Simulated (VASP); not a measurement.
OSZICAR of a VASP run on GdN (rock salt):

### OSZICAR
```
       N       E                     dE             d eps       ncg     rms          rms(c)
DAV:   1     0.436449096103E+02    0.43645E+02   -0.70373E+03   638   0.118E+03
DAV:   2    -0.153031078228E+02   -0.58948E+02   -0.55705E+02   829   0.236E+02
DAV:   3    -0.184477268126E+02   -0.31446E+01   -0.30083E+01   856   0.427E+01
DAV:   4    -0.184859081180E+02   -0.38181E-01   -0.38132E-01   759   0.429E+00
DAV:   5    -0.184866435742E+02   -0.73546E-03   -0.73513E-03   867   0.482E-01    0.268E+01
DAV:   6    -0.163616877066E+02    0.21250E+01   -0.19173E+01   734   0.265E+01    0.247E+01
DAV:   7    -0.161648700180E+02    0.19682E+00   -0.14734E+00   733   0.797E+00    0.170E+01
DAV:   8    -0.161659883673E+02   -0.11183E-02   -0.11568E-01   704   0.368E+00    0.586E+00
DAV:   9    -0.161622032785E+02    0.37851E-02   -0.92539E-03   802   0.901E-01    0.498E-01
DAV:  10    -0.161624239953E+02   -0.22072E-03   -0.41653E-04   835   0.203E-01    0.284E-01
DAV:  11    -0.161624216857E+02    0.23096E-05   -0.30158E-05   781   0.578E-02    0.172E-02
DAV:  12    -0.161624220841E+02   -0.39840E-06   -0.34254E-06   798   0.200E-02
   1 F= -.16742759E+02 E0= -.16742598E+02  d E =-.167428E+02
       N       E                     dE             d eps       ncg     rms          rms(c)
DAV:   1    -0.162534627979E+02   -0.91041E-01   -0.31725E+00   644   0.166E+01    0.435E+00
DAV:   2    -0.161503925885E+02    0.10307E+00   -0.44551E-01   725   0.476E+00    0.161E+00
DAV:   3    -0.161259400280E+02    0.24453E-01   -0.60866E-02   769   0.204E+00    0.147E+00
DAV:   4    -0.161170980419E+02    0.88420E-02   -0.33631E-02   731   0.170E+00    0.501E-01
DAV:   5    -0.161170510995E+02    0.46942E-04   -0.15719E-03   844   0.366E-01    0.479E-02
DAV:   6    -0.161170113435E+02    0.39756E-04   -0.11305E-04   743   0.108E-01    0.199E-02
DAV:   7    -0.161170123563E+02   -0.10129E-05   -0.15847E-05   924   0.347E-02    0.193E-02
DAV:   8    -0.161170121038E+02    0.25253E-06   -0.37502E-06   672   0.141E-02
   2 F= -.16739315E+02 E0= -.16739281E+02  d E =0.344330E-02
       N       E                     dE             d eps       ncg     rms          rms(c)
DAV:   1    -0.161919687813E+02   -0.74956E-01   -0.90356E-01   644   0.882E+00    0.237E+00
DAV:   2    -0.161629613501E+02    0.29007E-01   -0.14194E-01   743   0.264E+00    0.879E-01
DAV:   3    -0.161554157198E+02    0.75456E-02   -0.22657E-02   778   0.111E+00    0.819E-01
DAV:   4    -0.161526995000E+02    0.27162E-02   -0.10323E-02   766   0.940E-01    0.283E-01
DAV:   5    -0.161526569562E+02    0.42544E-04   -0.65722E-04   800   0.225E-01    0.518E-02
DAV:   6    -0.161526371661E+02    0.19790E-04   -0.80927E-05   807   0.840E-02    0.945E-03
DAV:   7    -0.161526376982E+02   -0.53205E-06   -0.54460E-06   826   0.229E-02
   3 F= -.16751968E+02 E0= -.16751859E+02  d E =-.920926E-02
```

Problem. Which electronic solver shows in the log?

Solution. It is blocked Davidson (ALGO = Normal, or the opening steps of other solvers). The INCAR had ALGO = Normal.

Problem. Can the final energy be trusted as converged?

Solution. Self-consistency was reached. It stopped with EDIFF = 1E-6, NELM = 100, NSW = 60 and EDIFFG = -0.01 after 3 ionic steps (PBE GGA with D3 dispersion (zero damping), plane waves, VASP's PBE PAW potentials (set 64)). The 4f electrons are frozen in the core of the lanthanide potential, so 4f levels, which can set the real gap, and their magnetism are missing. Energy and stress use the plane-wave basis of the starting cell.

The compound is GdN in the rock salt structure. This run relaxes it. Symmetry was kept, so distortions that lower it aren't found.
